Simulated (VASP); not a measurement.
Shape and ions are relaxed at each volume.

```cif
data_Al2N2
_chemical_formula_sum 'Al2 N2'
_space_group_name_H-M_alt 'P 1'
_space_group_IT_number 1
_cell_length_a 3.14185
_cell_length_b 3.14185
_cell_length_c 5.03813
_cell_angle_alpha 90.000
_cell_angle_beta 90.000
_cell_angle_gamma 120.000
loop_
_space_group_symop_operation_xyz
  'x, y, z'
loop_
_atom_site_label
_atom_site_type_symbol
_atom_site_fract_x
_atom_site_fract_y
_atom_site_fract_z
_atom_site_occupancy
Al1 Al 0.66667 0.33333 0.50029 1
Al2 Al 0.33333 0.66667 0.00029 1
N1 N 0.66667 0.33333 0.88171 1
N2 N 0.33333 0.66667 0.38171 1
```

Method: revPBE GGA, VASP's PBE PAW potentials (set 64) (plane waves; VASP). Settings: 520 eV cut-off, 8×8×5 Γ-centred mesh, Gaussian smearing of 0.050 eV, potentials Al N.

Q: Give the energy at these volumes per atom, relative to the lowest: 10.12, 10.44, 10.76, 11.09, 11.41 Å³.

A: 25.4, 6.1, 0.0, 5.3, 20.5 meV/atom. A third-order Birch-Murnaghan fit gives B0 = 188 GPa and B0′ = 3.9.

Measured: bulk modulus 208 GPa (computed value off by -9.6 %), as given by J. Phys. Chem. B 108, 11506, doi 10.1021/jp048396e, abstract (bulk AlN value quoted). The calculation is for a static lattice, while the measured bulk modulus holds thermal and zero-point effects, which are part of the difference.

The compound is AlN in the wurtzite structure. It was relaxed first.
